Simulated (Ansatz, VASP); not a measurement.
# H2C4SCl2O2 (H2C4SCl2O2 (C2/c)): VASP beside Ansatz

Wanted: the spread between two codes on one cell, functional and k mesh. Of the first pair: The structure shown is the start of the Ansatz relaxation below; VASP solves that cell, so the two are compared at the walk's first step.

Calculated with Ansatz 0.2.0; plane waves, with VASP 6.6.1 beside it; PBE with D3(BJ).

## Step 1: Set-up

The cell holds 176 atoms: 32 H, 64 C, 16 S, 32 Cl and 32 O. Cell: a = 15.549 Å, b = 10.296 Å, c = 17.060 Å, α = 90.0°, β = 91.2°, γ = 90.0°. It derives from H2C4SCl2O2 (C2/c), repeated 2×1×2. As first built, before any earlier steps moved the atoms or strained the cell (in the runner's words): H2C4SCl2O2, space group C2/c, measured structure (Crystallography Open Database), 2 x 1 x 2 conventional cells; every coordinate displaced by a Gaussian of 0.01 A; bonds to H set to neutron lengths (C-H 1.089, N-H 1.015, O-H 0.983, B-H 1.19 A) where the measured ones are shorter.

## Step 2: Ansatz: relaxation, PBE with D3(BJ)

Ansatz runs on its default PAW (the set named soft_2) files.

The two programs are compared at the cell with which this relaxation starts, whose forces are those of its first step.

input.yaml

```yaml
crystal:
  lattice:
    - [15.54856, 0.00071, -0.11443]
    - [0.00049, 10.29553, 0.00085]
    - [-0.2192, 0.0014, 17.05812]
  atoms:
    - { symbol: H, position: [0.32381, 0.33348, 0.08648] }
    - { symbol: H, position: [0.17695, 0.33319, 0.16335] }
    - { symbol: H, position: [0.07374, 0.8336, 0.08646] }
    - { symbol: H, position: [0.42629, 0.8335, 0.16348] }
    - { symbol: H, position: [0.17655, 0.66672, 0.41343] }
    - { symbol: H, position: [0.32346, 0.66679, 0.33663] }
    - { symbol: H, position: [0.42665, 0.16665, 0.41343] }
    - { symbol: H, position: [0.07352, 0.16652, 0.33656] }
    - { symbol: C, position: [0.07237, 0.0415, 0.0877] }
    - { symbol: C, position: [0.42778, 0.04139, 0.16226] }
    - { symbol: C, position: [0.32238, 0.54137, 0.08771] }
    - { symbol: C, position: [0.17801, 0.5411, 0.16211] }
    - { symbol: C, position: [0.4279, 0.95875, 0.41222] }
    - { symbol: C, position: [0.07224, 0.95861, 0.33777] }
    - { symbol: C, position: [0.17787, 0.45883, 0.41227] }
    - { symbol: C, position: [0.32224, 0.45888, 0.33785] }
    - { symbol: C, position: [0.04133, 0.92267, 0.10369] }
    - { symbol: C, position: [0.45874, 0.92253, 0.14625] }
    - { symbol: C, position: [0.29139, 0.42252, 0.10373] }
    - { symbol: C, position: [0.20921, 0.42237, 0.14611] }
    - { symbol: C, position: [0.459, 0.07753, 0.3962] }
    - { symbol: C, position: [0.04116, 0.07741, 0.35378] }
    - { symbol: C, position: [0.20894, 0.57763, 0.39623] }
    - { symbol: C, position: [0.29112, 0.57766, 0.35386] }
    - { symbol: S, position: [0.2501, 0.66341, 0.12491] }
    - { symbol: S, position: [0.00015, 0.16359, 0.12495] }
    - { symbol: S, position: [0.25009, 0.33667, 0.37508] }
    - { symbol: S, position: [3.0e-05, 0.83644, 0.37495] }
    - { symbol: Cl, position: [0.16294, 0.08929, 0.04099] }
    - { symbol: Cl, position: [0.33728, 0.0893, 0.20903] }
[... 140 atom lines left out ...]
    - { symbol: O, position: [0.95828, 0.23588, 0.56138] }
    - { symbol: O, position: [0.54174, 0.23583, 0.68869] }
    - { symbol: O, position: [0.79175, 0.26404, 0.93869] }
    - { symbol: O, position: [0.70845, 0.26404, 0.8114] }
    - { symbol: O, position: [0.5417, 0.76411, 0.93863] }
    - { symbol: O, position: [0.9583, 0.76428, 0.81139] }
kpoints:
  mp_grid: { grid: [1, 1, 1] }
hamiltonian:
  xc: pbe
  dispersion: d3bj
scf:
  occupations: { method: fixed }
output:
  forces: true
  eigenvalues: true
  stress: true
relax:
  f_tol: 0.05
  max_steps: 70
```

The run is started by

```console
$ ansatz run input.yaml --threads 4 --pin off --max-ram 8192MiB --backend cpu --events-out ev --progress --plain --runs-dir out
```

Numbers of over 12 decimals in the logs are rounded to 6 here.

Output:

```text
Warning: output.stress: scf.convergence.dr2_threshold = 1e-7 eV (the SCF's general default) is looser than the 1.08e-8 eV advised for a printed stress (1e-10 eV for each atom of the cell: 176, of which 108 are counted). What an SCF threshold leaves in a stress goes as its square root, and in the free energy as the threshold itself, and one threshold admits the most on a small cell: [figures from the program's tests c [...]
Engine: ansatz 0.2.0, aarch64-unknown-linux-gnu
Pseudopotentials: kind: paw
Pseudopotential: H, paw, valence charge 1, recommended cutoff 420 eV (normal), H.paw.azcp
Pseudopotential: C, paw, valence charge 4, recommended cutoff 420 eV (normal), C.paw.azcp
Pseudopotential: S, paw, valence charge 6, recommended cutoff 420 eV (normal), S.paw.azcp
Pseudopotential: Cl, paw, valence charge 7, recommended cutoff 420 eV (normal), Cl.paw.azcp
Pseudopotential: O, paw, valence charge 6, recommended cutoff 420 eV (normal), O.paw.azcp
Functional definition: PBE
  parameter kappa = 0.804
  parameter beta = 0.066725
  exchange = pbe_x(kappa = kappa, mu = beta*pi^2/3)
  correlation = pbe_c(beta = beta)
Crystal: 176 atoms, lattice volume = 2730.417 Å³
Basis set: ecut = 420 eV, 53351 PW (Γ), exchange–correlation on 216×144×240 points (8 copies of the dense FFT grid, shifted against one another)
Bands: 576, of which v1, the nominal top of the filled ones, is band 400 counted from 1 (399 counted from 0)
Symmetry: 1 space group operations
Space group: P1 (ITA 1), of the structure as read, at distance tolerance 1.4e-4 Å
k-points: 1
Non-local potential: H, projectors of the file, l = 0: 2, l = 1: 1
Non-local potential: C, projectors of the file, l = 0: 2, l = 1: 2, l = 2: 1
Non-local potential: S, projectors of the file, l = 0: 2, l = 1: 2, l = 2: 2
Non-local potential: Cl, projectors of the file, l = 0: 2, l = 1: 2, l = 2: 2
Non-local potential: O, projectors of the file, l = 0: 2, l = 1: 2, l = 2: 1
PAW form: soft (Blöchl's): semilocal exchange-correlation on the pseudo side does not see the compensation charge
PAW one-centre angular grid: H, 110 points (default); XC on 64 Gauss nodes
PAW one-centre angular grid: C, 110 points (default); XC on 64 Gauss nodes
PAW one-centre angular grid: S, 110 points (default); XC on 64 Gauss nodes
PAW one-centre angular grid: Cl, 110 points (default); XC on 64 Gauss nodes
PAW one-centre angular grid: O, 110 points (default); XC on 64 Gauss nodes
Initial density: superposition of atomic densities (neutral atoms: chi_scale 0, normalization atom), corrected by the library's trained network
Initial wavefunctions: pseudopotential atomic-orbital guess
Functional: x = pbe(κ = 0.804, μ = 0.219515), c = pbe(β = 0.066725)
SCF iter   1: F=—  HF=-83668.816957 eV  |F-HF|=—  |Δ(HF+E_count)|=         —  Δρ=6.47e-3  dr2=1.29e0  ethr=1.77e-3  ⟨swp⟩=5.0  Hψ=2247  notcnv=0  defer=162
preconditioner: auto → Resta (q_TF=auto, 2.223 Å⁻¹)  ε∞=3.1  [insulator: Δε(μ)=2.317 eV  Ē_g=13.466 eV  n_scr=506 (ndim 8)  ℏωp=19.7 eV  f_vac=0.144  ε∞_Penn≈3.1]
SCF iter   2: F=—  HF=-83668.448998 eV  |F-HF|=—  |Δ(HF+E_count)|=   3.68e-1  Δρ=3.47e-3  dr2=2.05e-1  ethr=1.62e-4  ⟨swp⟩=2.0  Hψ=906  notcnv=0  defer=171
SCF iter   3: F=—  HF=-83668.458423 eV  |F-HF|=—  |Δ(HF+E_count)|=   9.43e-3  Δρ=1.54e-3  dr2=5.57e-2  ethr=2.56e-5  ⟨swp⟩=2.0  Hψ=819  notcnv=0  defer=173
SCF iter   4: F=—  HF=-83668.460842 eV  |F-HF|=—  |Δ(HF+E_count)|=   2.42e-3  Δρ=3.99e-4  dr2=3.38e-3  ethr=6.96e-6  ⟨swp⟩=2.0  Hψ=803  notcnv=0  defer=173
SCF iter   5: F=—  HF=-83668.462307 eV  |F-HF|=—  |Δ(HF+E_count)|=   1.46e-3  Δρ=1.30e-4  dr2=3.96e-4  ethr=4.22e-7  ⟨swp⟩=2.0  Hψ=800  notcnv=0  defer=173
SCF iter   6: F=—  HF=-83668.462574 eV  |F-HF|=—  |Δ(HF+E_count)|=   2.68e-4  Δρ=3.72e-5  dr2=3.87e-5  ethr=4.94e-8  ⟨swp⟩=2.0  Hψ=704  notcnv=0  defer=173
SCF iter   7: F=-83668.462601 eV  HF=-83668.462601 eV  |F-HF|=6.39e-8  |Δ(HF+E_count)|=   2.68e-5  Δρ=1.49e-5  dr2=7.25e-6  ethr=4.83e-9  ⟨swp⟩=15.0  Hψ=3768  notcnv=0
[...]
- { symbol: S, position: [0.250047, 0.662807, 0.625012] }
    - { symbol: S, position: [2.19638000951497e-5, 0.162770, 0.624985] }
    - { symbol: S, position: [0.250068, 0.337314, 0.875011] }
    - { symbol: S, position: [2.895943455574583e-5, 0.837238, 0.875011] }
    - { symbol: Cl, position: [0.161748, 0.088544, 0.541988] }
    - { symbol: Cl, position: [0.338303, 0.088600, 0.708006] }
    - { symbol: Cl, position: [0.411787, 0.588464, 0.542077] }
    - { symbol: Cl, position: [0.088288, 0.588595, 0.707969] }
    - { symbol: Cl, position: [0.338317, 0.911582, 0.957924] }
    - { symbol: Cl, position: [0.161751, 0.911506, 0.792017] }
    - { symbol: Cl, position: [0.088320, 0.411549, 0.957975] }
    - { symbol: Cl, position: [0.411783, 0.411634, 0.792031] }
    - { symbol: O, position: [0.208757, 0.735184, 0.561434] }
    - { symbol: O, position: [0.291359, 0.735154, 0.688573] }
    - { symbol: O, position: [0.458749, 0.235216, 0.561469] }
    - { symbol: O, position: [0.041344, 0.235101, 0.688546] }
    - { symbol: O, position: [0.291410, 0.264978, 0.938579] }
    - { symbol: O, position: [0.208757, 0.264927, 0.811466] }
    - { symbol: O, position: [0.041353, 0.764838, 0.938563] }
    - { symbol: O, position: [0.458700, 0.764920, 0.811399] }
    - { symbol: H, position: [0.823124, 0.332742, 0.087114] }
    - { symbol: H, position: [0.676922, 0.332775, 0.162928] }
    - { symbol: H, position: [0.573033, 0.832668, 0.087128] }
    - { symbol: H, position: [0.927021, 0.832717, 0.162873] }
    - { symbol: H, position: [0.676981, 0.667223, 0.412924] }
    - { symbol: H, position: [0.823157, 0.667210, 0.337069] }
    - { symbol: H, position: [0.926963, 0.167287, 0.412919] }
    - { symbol: H, position: [0.573191, 0.167315, 0.337106] }
    - { symbol: C, position: [0.571637, 0.040678, 0.088038] }
    - { symbol: C, position: [0.928501, 0.040726, 0.162015] }
    - { symbol: C, position: [0.821652, 0.540752, 0.088009] }
    - { symbol: C, position: [0.678421, 0.540780, 0.162022] }
    - { symbol: C, position: [0.928402, 0.959280, 0.411965] }
    - { symbol: C, position: [0.571689, 0.959309, 0.338002] }
    - { symbol: C, position: [0.678459, 0.459217, 0.412025] }
    - { symbol: C, position: [0.821688, 0.459202, 0.338008] }
    - { symbol: C, position: [0.540809, 0.921882, 0.104018] }
    - { symbol: C, position: [0.959281, 0.921913, 0.146004] }
    - { symbol: C, position: [0.790868, 0.421933, 0.103998] }
    - { symbol: C, position: [0.709190, 0.421951, 0.146038] }
    - { symbol: C, position: [0.959203, 0.078099, 0.396005] }
    - { symbol: C, position: [0.540920, 0.078137, 0.353989] }
    - { symbol: C, position: [0.709236, 0.578037, 0.396031] }
    - { symbol: C, position: [0.790907, 0.578029, 0.353979] }
    - { symbol: S, position: [0.750040, 0.662822, 0.125006] }
    - { symbol: S, position: [0.500052, 0.162800, 0.125020] }
    - { symbol: S, position: [0.750078, 0.337153, 0.375032] }
    - { symbol: S, position: [0.500056, 0.837266, 0.374998] }
    - { symbol: Cl, position: [0.661761, 0.088383, 0.042061] }
    - { symbol: Cl, position: [0.838394, 0.088473, 0.208004] }
    - { symbol: Cl, position: [0.911758, 0.588524, 0.042025] }
    - { symbol: Cl, position: [0.588321, 0.588576, 0.208007] }
    - { symbol: Cl, position: [0.838295, 0.911509, 0.457948] }
    - { symbol: Cl, position: [0.661788, 0.911512, 0.292016] }
    - { symbol: Cl, position: [0.588367, 0.411445, 0.458032] }
    - { symbol: Cl, position: [0.911782, 0.411411, 0.292013] }
    - { symbol: O, position: [0.708703, 0.735191, 0.061448] }
    - { symbol: O, position: [0.791379, 0.735174, 0.188550] }
    - { symbol: O, position: [0.958769, 0.235218, 0.061490] }
    - { symbol: O, position: [0.541387, 0.235137, 0.188572] }
    - { symbol: O, position: [0.791408, 0.264797, 0.438598] }
    - { symbol: O, position: [0.708755, 0.264789, 0.311484] }
    - { symbol: O, position: [0.541371, 0.764871, 0.438556] }
    - { symbol: O, position: [0.958693, 0.764890, 0.311393] }
    - { symbol: H, position: [0.823041, 0.332730, 0.587076] }
    - { symbol: H, position: [0.676857, 0.332794, 0.662919] }
    - { symbol: H, position: [0.573097, 0.832734, 0.587128] }
    - { symbol: H, position: [0.926940, 0.832683, 0.662856] }
    - { symbol: H, position: [0.676901, 0.667211, 0.912924] }
    - { symbol: H, position: [0.823095, 0.667262, 0.837098] }
    - { symbol: H, position: [0.926975, 0.167308, 0.912971] }
    - { symbol: H, position: [0.573201, 0.167270, 0.837055] }
    - { symbol: C, position: [0.571659, 0.040743, 0.588050] }
    - { symbol: C, position: [0.928414, 0.040692, 0.661977] }
    - { symbol: C, position: [0.821581, 0.540739, 0.587958] }
    - { symbol: C, position: [0.678361, 0.540802, 0.661987] }
    - { symbol: C, position: [0.928425, 0.959298, 0.912029] }
    - { symbol: C, position: [0.571682, 0.959263, 0.837962] }
    - { symbol: C, position: [0.678401, 0.459202, 0.911999] }
    - { symbol: C, position: [0.821648, 0.459254, 0.838010] }
    - { symbol: C, position: [0.540854, 0.921930, 0.604022] }
    - { symbol: C, position: [0.959194, 0.921877, 0.645973] }
    - { symbol: C, position: [0.790793, 0.421927, 0.603959] }
    - { symbol: C, position: [0.709123, 0.421964, 0.646012] }
    - { symbol: C, position: [0.959219, 0.078120, 0.896065] }
    - { symbol: C, position: [0.540924, 0.078100, 0.853943] }
    - { symbol: C, position: [0.709168, 0.578037, 0.896026] }
    - { symbol: C, position: [0.790850, 0.578066, 0.853992] }
    - { symbol: S, position: [0.749988, 0.662827, 0.624964] }
    - { symbol: S, position: [0.500048, 0.162823, 0.625037] }
    - { symbol: S, position: [0.750044, 0.337173, 0.875006] }
    - { symbol: S, position: [0.500036, 0.837241, 0.874958] }
    - { symbol: Cl, position: [0.661784, 0.088489, 0.542090] }
    - { symbol: Cl, position: [0.838316, 0.088451, 0.707979] }
    - { symbol: Cl, position: [0.911679, 0.588489, 0.541955] }
    - { symbol: Cl, position: [0.588271, 0.588620, 0.707979] }
    - { symbol: Cl, position: [0.838322, 0.911517, 0.958011] }
    - { symbol: Cl, position: [0.661783, 0.911447, 0.791986] }
    - { symbol: Cl, position: [0.588304, 0.411388, 0.957982] }
    - { symbol: Cl, position: [0.911756, 0.411506, 0.792021] }
    - { symbol: O, position: [0.708659, 0.735210, 0.561408] }
    - { symbol: O, position: [0.791339, 0.735162, 0.688509] }
    - { symbol: O, position: [0.958690, 0.235161, 0.561434] }
    - { symbol: O, position: [0.541367, 0.235150, 0.688602] }
    - { symbol: O, position: [0.791366, 0.264806, 0.938572] }
    - { symbol: O, position: [0.708746, 0.264816, 0.811442] }
    - { symbol: O, position: [0.541345, 0.764840, 0.938517] }
    - { symbol: O, position: [0.958692, 0.764915, 0.811454] }
```

In the SCF lines HF is the Harris–Foulkes energy and dr2 the Hartree energy of the density residual, in eV; the loop may stop once dr2 is under the threshold and the program's other checks hold. Hψ counts applications of the Hamiltonian.

## Step 3: VASP: single point, PBE with D3(BJ), start cell, pair 1

The same cell, functional and mesh now go to VASP, with its own data sets.

Lines of VASP's logs that name or quote its potential files are left out, and so is its time.

INCAR

```
SYSTEM = H2C4SCl2O2
PREC = Accurate
ENCUT = 520
EDIFF = 1E-06
NELM = 120
ISMEAR = 0
SIGMA = 0.01
LREAL = Auto
ALGO = Normal
GGA = PE
IVDW = 12
NBANDS = 523
LORBIT = 11
LWAVE = .FALSE.
LCHARG = .FALSE.
ISIF = 2
LASPH = .TRUE.
GGA_COMPAT = .FALSE.
EFERMI = MIDGAP
```

POSCAR

```
H2C4SCl2O2
1.0
   15.5485600000      0.0007100000     -0.1144300000
    0.0004900000     10.2955300000      0.0008500000
   -0.2192000000      0.0014000000     17.0581200000
H C S Cl O
32 64 16 32 32
Direct
    0.3238108742      0.3334795803      0.0864790622
    0.1769516491      0.3331878662      0.1633512584
    0.0737395211      0.8335973575      0.0864590855
    0.4262919869      0.8335042936      0.1634806247
    0.1765499269      0.6667161232      0.4134298445
    0.3234616072      0.6667941391      0.3366283586
    0.4266531907      0.1666469109      0.4134324459
    0.0735175626      0.1665165969      0.3365594260
    0.3233369223      0.3333338997      0.5866189305
    0.1764315006      0.3335084218      0.6634087212
    0.0735074245      0.8334905365      0.5864188426
    0.4264326148      0.8335528570      0.6634194251
    0.1764074666      0.6665898740      0.9133608923
    0.3233322556      0.6667747291      0.8365770760
    0.4266713629      0.1666469205      0.9133528404
    0.0735321082      0.1666622740      0.8366791074
    0.8234020906      0.3334839644      0.0865885830
    0.6765101135      0.3336002023      0.1634195030
    0.5731578312      0.8331160989      0.0866202314
    0.9268172478      0.8333921056      0.1632388161
    0.6766481265      0.6665165110      0.4134607041
    0.8235006793      0.6665654041      0.3365708884
    0.9266477302      0.1665444427      0.4134098445
    0.5735190234      0.1666180955      0.3365720347
    0.8232674681      0.3333382753      0.5866193437
    0.6764084758      0.3335224935      0.6635091046
    0.5733313561      0.8333880507      0.5866120022
    0.9266770166      0.8333435384      0.6633281574
    0.6765012178      0.6663902430      0.9135324176
    0.8233803216      0.6665556817      0.8367013972
[... 140 atom lines left out ...]
    0.9582777119      0.2358823386      0.5613781131
    0.5417379957      0.2358257610      0.6886919911
    0.7917473594      0.2640392184      0.9386893290
    0.7084469109      0.2640428462      0.8113990958
    0.5417011576      0.7641084347      0.9386284873
    0.9582998332      0.7642815532      0.8113912090
```

KPOINTS

```
Automatic mesh
0
Gamma
1 1 1
0 0 0
```

PAW data sets: H, C, S, Cl and O (PBE family, release 64).

The run is started by

```console
$ export OMP_NUM_THREADS=3
$ mpirun -np 1 vasp_gam
```

Output:

```text
[banner, memory and clock lines left out]
running    1 mpi-ranks, on    1 nodes
[...]
Offloading initialized ...    1 GPUs detected
[...]
LDA part: xc-table for (Slater+PW92), standard interpolation
 POSCAR, INCAR and KPOINTS ok, starting setup
[...]
entering main loop
       N       E                     dE             d eps       ncg     rms          rms(c)
DAV:   1     0.835525678962E+04    0.83553E+04   -0.41944E+05  1062   0.144E+03
DAV:   2     0.259979547609E+01   -0.83527E+04   -0.80010E+04  1564   0.330E+02
DAV:   3    -0.108288825295E+04   -0.10855E+04   -0.10723E+04  1236   0.130E+02
DAV:   4    -0.111778419590E+04   -0.34896E+02   -0.34643E+02  1252   0.246E+01
[...]
DAV:  16    -0.100992169539E+04   -0.42741E-05   -0.45404E-06  1108   0.349E-03    0.953E-03
DAV:  17    -0.100992169879E+04   -0.33992E-05   -0.30931E-06   916   0.270E-03    0.206E-03
DAV:  18    -0.100992169880E+04   -0.10834E-07   -0.60028E-07   628   0.134E-03
   1 F= -.10283729E+04 E0= -.10283729E+04  d E =0.000000E+00
```

From OUTCAR (step 3):

```text
  FREE ENERGIE OF THE ION-ELECTRON SYSTEM (eV)
  ---------------------------------------------------
  free  energy   TOTEN  =     -1028.3728983451 eV

  energy  without entropy=    -1028.3728983451  energy(sigma->0) =    -1028.37289835
```

The run ends at a pressure of -1.50 GPa, with forces up to 0.48 eV/Å.

(Part 1 of 2 ends here.)

[Lines on the potential files, build, host, timing and source positions are cut from VASP's logs without a mark.]

[Logs are printed without paths, hosts, clocks, repeated set-up lines and the standing remarks that a program may print on its own settings, such as how far it seeks lower states.]

[Hosts, paths, dates, database ids (printed as entryN), source tags and the programs' standing remarks are cut or masked in the printed files.]
